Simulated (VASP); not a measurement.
Write the native input for VASP 6.6.1 that does the following.

```yaml
Task: single point
Functional: PBE
Potentials_or_basis: VASP PAW PBE potentials, release 64 (Rb_sv, Cu)
Cutoff: 520 eV
k_mesh: 12 × 12 × 12
Occupations: gaussian, width 0.1 eV
Spin: no spin polarisation
Dipole_correction: no
Further_INCAR_settings: ALGO = Fast; EDIFF = 1e-06; NBANDS = 22
```

The structure of Rb2Cu lies in POSCAR:

```
Rb2Cu
1.0
    6.2271456905      0.0000000000      0.0000000000
   -3.1135728452      5.3928663610      0.0000000000
    0.0000000000      0.0000000000      4.0567454285
Rb Cu
2 1
Direct
    0.3333333333      0.6666666667      0.5000000000
    0.6666666667      0.3333333333      0.5000000000
    0.0000000000      0.0000000000      0.0000000000
```

The cell was built by a generator and needn't be a form met in nature.

The cell isn't the ideal one: species swapped into the ErB2 type (P6/mmm, No. 191).

These files were run (other wordings do the same):

INCAR

```
SYSTEM = Rb2Cu
PREC = Accurate ; ENCUT = 520
EDIFF = 1E-6 ; ISMEAR = 0
SIGMA = 0.1 ; LREAL = .FALSE.
LASPH = .TRUE. ; NELM = 100
ALGO = Fast ; ISIF = 2
LWAVE = .FALSE. ; LCHARG = .FALSE.
GGA = PE ; NBANDS = 22
```

KPOINTS

```
regular mesh
0
G
  12 12 12
  0 0 0
```

Potentials or basis: VASP PAW PBE potentials, release 64 (Rb_sv, Cu).

Run with:

```console
$ cat potpaw_PBE.64/Rb_sv/POTCAR potpaw_PBE.64/Cu/POTCAR > POTCAR
$ mpirun -np 1 vasp_std > vasp.out
```

Results of the run:

The pressure is 0.0 GPa. The band gap on the k mesh is none (metal or under the smearing width).

It took 3.9 min on 1 thread of Intel(R) Xeon(R) 6975P-C (Granite Rapids), with other jobs on the host, peak memory 0.51 GiB.
